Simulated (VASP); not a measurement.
Wanted: the native input for a VASP 6.6.1 run.

* Task: single point
* Functional: PBE
* Potentials or basis: VASP PAW PBE potentials, release 64 (Re, Cl)
* Cutoff: 520 eV
* k mesh: 11 × 11 × 10
* Occupations: fermi-dirac, width 0.1 eV
* Spin: no spin polarisation
* Dipole correction: no
* Further INCAR settings: ALGO = Normal; EDIFF = 1e-06; NBANDS = 14

The structure of ReCl lies in POSCAR:

```
ReCl
1.0
    2.8560603738     -0.0000002364      0.0000000000
   -1.4280299822      2.4734209566      0.0000000000
    0.0000000000      0.0000000000      4.3524233335
Re Cl
1 1
Direct
    0.0000000000      0.0000000000      0.0000000000
    0.6666666667      0.3333333333      0.5000000000
```

The cell was built by a generator and needn't be a form met in nature.

These files were run (other wordings do the same):

INCAR

```
PREC = Accurate
ENCUT = 520
EDIFF = 1E-6
ISMEAR = -1
SIGMA = 0.1
LREAL = False
LASPH = True
NELM = 100
ALGO = Normal
ISIF = 2
LWAVE = False
LCHARG = True
GGA = PE
LELF = True
LVHAR = True
NBANDS = 14
```

KPOINTS

```
regular mesh
0
Gamma
  11 11 10
```

Potentials or basis: VASP PAW PBE potentials, release 64 (Re, Cl).

Launch:

```bash
$ cat potpaw_PBE.64/Re/POTCAR potpaw_PBE.64/Cl/POTCAR > POTCAR
$ mpirun -np 1 vasp_std > vasp.out
```

Results of the run:

```json
{
  "Pressure": "-0.1 GPa",
  "Band gap on the k mesh": "none (metal or under the smearing width)"
}
```

Wall time 22 s on 1 thread of Intel(R) Xeon(R) Platinum 8488C (Sapphire Rapids), with other jobs on the host, peak memory 0.17 GiB.
